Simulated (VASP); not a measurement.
W (bcc) is relaxed at rising pressure, each step from the one before. Symmetry mostly holds the structure type, and other phases were not tried. The mesh follows the cell, and a change of mesh leaves a small step in the series.

Here is the system:

```xyz
1
Lattice="-1.5775 1.5775 1.5775 1.5775 -1.5775 1.5775 1.5775 1.5775 -1.5775" Properties=species:S:1:pos:R:3 pbc="T T T"
W      0.0000     0.0000     0.0000
```

Calculation: PBEsol GGA, VASP's PBE PAW potentials (set 64) (plane waves; VASP). Settings: 500 eV cut-off, 16×16×16 Γ-centred mesh, first-order Methfessel-Paxton smearing of 0.10 eV, potentials W_sv.

Unless said otherwise, spin-orbit coupling is left out, though it shifts the bands of the heavy elements here.

| P (GPa) | V (Å³/atom) | H − H(0) (eV/atom) | space group | gap on the mesh (eV) | k-mesh |
|---|---|---|---|---|---|
| 0 | 15.70 | 0.000 | Im-3m | 0.00 | 16×16×16 |
| 5 | 15.48 | 0.487 | Im-3m | 0.00 | 16×16×16 |
| 10 | 15.26 | 0.966 | Im-3m | 0.00 | 16×16×16 |
| 20 | 14.88 | 1.907 | Im-3m | 0.00 | 16×16×16 |
| 30 | 14.52 | 2.829 | Im-3m | 0.00 | 17×17×17 |
| 45 | 14.08 | 4.168 | Im-3m | 0.00 | 17×17×17 |

Pressures at which the relaxation failed are left out.

The compound is W in the bcc structure.
